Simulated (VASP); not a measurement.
Calculation: PBE GGA, VASP's PBE PAW potentials (set 64) (plane waves; VASP).

VASP ran on this input.

File KPOINTS:
```
Automatic mesh
0
Gamma
8 8 8
0 0 0
```

**POSCAR**
```
LaB6
4.1552990
  1.0000000124   0.0000000000   0.0000000000
  0.0000000000   1.0000000124   0.0000000000
  0.0000000000   0.0000000000   1.0000000124
La B
1 6
Cart
  1.0000000124   0.0000000000   0.0000000000
  0.8003585402   0.5000000062   0.5000000062
  0.5000000062   0.1996414722   0.5000000062
  0.5000000062   0.8003585402   0.5000000062
  0.1996414722   0.5000000062   0.5000000062
  0.5000000062   0.5000000062   0.8003585402
  0.5000000062   0.5000000062   0.1996414722
```

**INCAR**
```
SYSTEM = LaB6
PREC = Accurate
ENCUT = 520
EDIFF = 1E-7
NELM = 100
ALGO = Normal
LREAL = .FALSE.
LASPH = .TRUE.
ISMEAR = -5
GGA = PE
LMAXMIX = 6
LWAVE = .FALSE.
LCHARG = .TRUE.
LORBIT = 11
NEDOS = 601
ISIF = 2
LEFG = .TRUE.
```

POTCAR, in this order: La B (PBE.64 set). Program: vasp_std.

Problem. What will the output report for the number of irreducible k-points (NKPTS), number of bands (NBANDS), largest plane-wave count, number of space-group operations, FFT grid (NGX, NGY, NGZ)?

Solution. 
```
Quantity                                      Result
--------------------------------------  ------------
number of irreducible k-points (NKPTS)            35
number of bands (NBANDS)                          18
largest plane-wave count                        1956
number of space-group operations                  48
FFT grid (NGX, NGY, NGZ)                32 × 32 × 32
```

The compound is LaB6 in the cab6 structure. It was relaxed first. The electron count is odd and the run is not spin-polarised, which forces a metal.
